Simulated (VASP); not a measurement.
Here is the system:

```
CELL_PARAMETERS angstrom
     -2.03892     2.03892     4.54157
      2.03892    -2.03892     4.54157
      2.03892     2.03892    -4.54157
ATOMIC_POSITIONS crystal
  Sn 0.50000 0.50000 0.00000
  Sn 0.75000 0.25000 0.50000
  Sn 0.25000 0.75000 0.50000
  Pt 0.00000 0.00000 0.00000
```

Method: PBE GGA, VASP's PBE PAW potentials (set 64) (plane waves; VASP). Run with 300 eV cut-off, 5×5×5 Γ-centred mesh, Fermi-Dirac smearing of 0.10 eV, potentials Sn_d Pt.

**Question.** Give the energies of bands 17 to 30 at the high-symmetry points, in eV from the Fermi level.

**Answer.** 
```csv
band,Γ,X,P,N,M,S,R
17,-6.36,-8.38,-8.15,-10.23,-10.72,-9.99,-8.91
18,-5.09,-7.86,-8.15,-6.38,-5.17,-8.65,-8.22
19,-4.50,-6.23,-6.93,-6.27,-3.79,-4.52,-6.35
20,-4.50,-5.39,-4.64,-4.56,-3.77,-4.04,-4.98
21,-4.43,-5.04,-4.64,-3.88,-3.77,-3.79,-4.52
22,-3.14,-4.35,-4.08,-3.51,-3.26,-3.44,-4.25
23,-2.72,-2.71,-2.71,-2.87,-3.26,-2.95,-2.79
24,-1.19,-2.63,-2.68,-1.66,-3.14,-1.95,-2.43
25,-0.45,-1.70,-1.89,0.07,-0.80,-0.92,-1.68
26,-0.45,-1.39,-1.07,0.22,0.04,-0.10,-0.63
27,-0.23,0.25,-1.07,0.72,2.89,1.64,0.49
28,-0.23,1.04,-0.83,1.13,2.99,2.26,1.43
29,0.95,1.46,4.87,2.23,2.99,3.01,1.45
30,1.27,2.55,4.97,4.33,3.20,4.20,2.55
```

It has no gap at this level: it comes out as a metal or semimetal.

The structure was generated: Sn3Pt was put into an ordered model structure, which need not be its known phase. The cell was not relaxed at this level. The k-mesh is coarse (spacing up to 0.44 per Å, 2π included), so the numbers may not be converged in it.
